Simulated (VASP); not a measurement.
Input:

```xyz
5
Lattice="4.0710 0.0000 0.0000 0.0000 4.0710 0.0000 0.0000 0.0000 4.0710" Properties=species:S:1:pos:R:3 pbc="T T T"
K      0.0000     0.0000     0.0000
F      0.0000     2.0355     2.0355
F      2.0355     0.0000     2.0355
F      2.0355     2.0355     0.0000
Co     2.0355     2.0355     2.0355
```
Starting moments (μB, in the order of the record's atoms K F F F Co): 0.0 0.0 0.0 0.0 3.0.

The numbers are results of LDA (Ceperley-Alder, Perdew-Zunger), VASP's LDA PAW potentials (set 64) (plane waves; VASP), not measurements. Run with 400 eV cut-off, 8×8×8 Γ-centred mesh, Gaussian smearing of 0.10 eV, potentials K_sv F Co.

At this cut-off the stress carries a Pulay error, which pulls relaxed volumes low. The moments were started parallel, and other spin orders were not tried in this run.

Problem. Give the stress tensor in GPa (positive for a compressed cell).

Solution. 
```
-15.37    0.00    0.00
  0.00  -15.37    0.00
  0.00    0.00  -15.37
```
The pressure is its mean diagonal, -15.37 GPa.

The structure comes from a measured KCoF3 entry of the Crystallography Open Database, whose conditions weren't checked. The cell was not relaxed at this level.
